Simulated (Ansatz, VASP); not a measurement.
**Two plane-wave programs on Y2Si3O**

File INCAR:

```
PREC     = Accurate       # precision mode
ENCUT    = 520            # plane-wave cutoff, eV
EDIFF    = 1E-7           # SCF threshold, eV
ISMEAR   = 0              # smearing method
SIGMA    = 0.1            # smearing width, eV
LREAL    = F              # projectors in reciprocal space
LASPH    = T              # aspherical terms in the spheres
NELM     = 60             # most SCF steps
ALGO     = Normal         # electronic algorithm
ISIF     = 2              # what is computed and relaxed
LWAVE    = F              # write WAVECAR
LCHARG   = T              # write CHGCAR
GGA      = PE             # functional
LELF     = T              # ELF
LVHAR    = T            
NBANDS   = 29             # bands
```

File KPOINTS:

```
Automatic mesh
0
Gamma
  6 6 2
```

Contents of POSCAR:

```
Y2Si3O
1.0
    4.0934367100      0.0000000000      0.0000000000
   -2.0467183600      3.5450201800      0.0000000000
    0.0000000000      0.0000000000      8.3165617800
Y Si O
2 3 1
Direct
    0.0000000000      0.0000000000      0.0000000000
    0.6666666700      0.3333333300      0.5000000000
    0.3333333300      0.6666666700      0.5000000000
    0.6666666700      0.3333333300      0.8969726100
    0.6666666700      0.3333333300      0.1030273900
    0.0000000000      0.0000000000      0.5000000000
```

Input for Ansatz:

```yaml
crystal:
  lattice:
    - [4.09343671, 0.0, 0.0]
    - [-2.04671836, 3.54502018, 0.0]
    - [0.0, 0.0, 8.31656178]
  atoms:
    - { symbol: "Y", position: [0.0, 0.0, 0.0] }
    - { symbol: "Y", position: [0.66666667, 0.33333333, 0.5] }
    - { symbol: Si, position: [0.33333333, 0.66666667, 0.5] }
    - { symbol: Si, position: [0.66666667, 0.33333333, 0.89697261] }
    - { symbol: Si, position: [0.66666667, 0.33333333, 0.10302739] }
    - { symbol: O, position: [0.0, 0.0, 0.5] }
basis:
  ecutwfc: 420
kpoints:
  mp_grid: { grid: [6, 6, 2] }
hamiltonian:
  xc: pbe
scf:
  occupations: { method: gaussian, width: 0.1 }
  lower_state_search: "off"
output:
  forces: true
  stress: true
  eigenvalues: true
```

Alike in both runs: task single point; functional PBE; k mesh 6 × 6 × 2; occupations gaussian, width 0.1 eV; no spin polarisation.

|  | VASP | Ansatz |
| --- | --- | --- |
| version | VASP 6.6.1 | Ansatz 0.2.0 |
| potentials or method | VASP PAW PBE potentials, release 64 (Y_sv, Si, O) | scalar-relativistic, plane waves, PAW |
| plane-wave cutoff (eV) | 520 | 420 |
| valence electrons in the cell | 40 | 40 |

|  | VASP | Ansatz | Ansatz less VASP |
| --- | --- | --- | --- |
| gap on the k mesh at the Fermi level (eV) | none | none | - |
| rms of the force components (eV/Å) | 6.773 | 6.843 | +0.0690 |

Atom by atom the forces differ by 0.069 eV/Å (rms over components). A gap of «none» marks a metal or a gap that the smearing closes.

Caveats: the k mesh is coarse (spacing up to 0.38 Å⁻¹), so the values aren't converged; forces of over 1 eV/Å show positions far from the minimum, so gaps and moduli don't describe the material at rest.
